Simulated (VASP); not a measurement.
An input for Ansatz (written as the equivalent of a VASP run, and not itself run):

Ansatz 0.2 input:
```yaml
crystal:
  lattice:
    - [0.0000000, 2.9119690, 2.9119690]
    - [2.9119690, 0.0000000, 2.9119690]
    - [2.9119690, 2.9119690, 0.0000000]
  atoms:
    - { symbol: Al, position: [0.2500000, 0.2500000, 0.2500000] }
    - { symbol: Al, position: [0.7500000, 0.7500000, 0.7500000] }
    - { symbol: Pt, position: [0.0000000, 0.0000000, 0.0000000] }
kpoints:
  mp_grid: { grid: [8, 8, 8] }
hamiltonian:
  xc: pbe
  pseudopotentials: { kind: paw }
scf:
  occupations: { method: methfessel_paxton, width: 0.1 }
  max_iter: 100
output: { forces: true, stress: true, eigenvalues: true }
```

Problem. Translate this input to VASP (INCAR, KPOINTS, POSCAR, choice of POTCAR).

Solution. One answer among several that fit: 
**INCAR**
```
GGA=PE
SIGMA=0.1   # width (eV)
NELM=100   # most electronic steps
ALGO=Normal
PREC=Accurate
EDIFF=1E-7   # SCF stop (eV)
LMAXMIX=6
SYSTEM=PtAl2
LCHARG=F
LREAL=F
LASPH=T
ISMEAR=1
LWAVE=F
ENCUT=480   # plane-wave cut-off (eV)
ISIF=2   # forces and stress, cell fixed
```

File POSCAR:
```
PtAl2
1
    0.0000000000     2.9119690243     2.9119690243
    2.9119690243     0.0000000000     2.9119690243
    2.9119690243     2.9119690243     0.0000000000
Al Pt
2 1
Direct
  0.2500000000   0.2500000000   0.2500000000
  0.7500000000   0.7500000000   0.7500000000
  0.0000000000   0.0000000000   0.0000000000
```

KPOINTS:
```
kpoints
0
gamma
 8 8 8
```

POTCAR, in this order: Al Pt (PBE.64 set). Program: vasp_std.

What does not carry over: each code has its own PAW files, so the cut-off isn't converted (ENCUT is set for VASP's; basis.ecutwfc is left out, and Ansatz then takes the one that its files recommend); Ansatz stops its SCF on the density residual and VASP on the energy change (EDIFF).

The compound is PtAl2 in the fluorite structure. This cell was strained or had an atom moved on purpose.
